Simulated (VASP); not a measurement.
Given:

```
CELL_PARAMETERS angstrom
      3.99000     0.00000     0.00000
      0.00000     3.99000     0.00000
      0.00000     0.00000     3.99000
ATOMIC_POSITIONS crystal
  K  0.00000 0.00000 0.00000
  Ta 0.50000 0.50000 0.50000
  O  0.50000 0.00000 0.50000
  O  0.00000 0.50000 0.50000
  O  0.50000 0.50000 0.00000
```

Computed with PBEsol GGA, VASP's PBE PAW potentials (set 64) (plane waves; VASP 6.6.1). Run with 520 eV cut-off, Gaussian smearing of 0.050 eV, potentials K_sv Ta_pv O.

Unless said otherwise, spin-orbit coupling is left out, though it shifts the bands of the heavy elements here.

Problem. Give the energies of bands 11 to 22 at the high-symmetry points, in eV from the valence-band maximum.

Solution. 
```tsv
band	Γ	X	M	R
11	-2.45	-5.47	-5.56	-5.59
12	-2.45	-2.59	-5.42	-5.41
13	-2.45	-2.59	-4.61	-5.41
14	-1.07	-2.35	-2.88	-3.94
15	-1.07	-2.35	-2.88	-3.94
16	-1.07	-2.18	-1.67	-3.94
17	-0.62	-1.54	-1.45	0.00
18	-0.62	-0.85	-1.45	0.00
19	-0.62	-0.85	-0.04	0.00
20	2.08	2.24	5.01	6.44
21	2.08	4.97	5.01	6.44
22	2.08	4.97	6.30	6.44
```

The gap is indirect, 2.08 eV, from the valence maximum at R to the conduction minimum at Γ.

Measured: gap 3.64 eV (computed value off by -1.56 eV), as given by Burak Himmetoglu et al., Journal of Physics Condensed Matter (2016), arXiv:1601.06205.

The compound is KTaO3 in the cubic perovskite structure. The cell was not relaxed at this level.
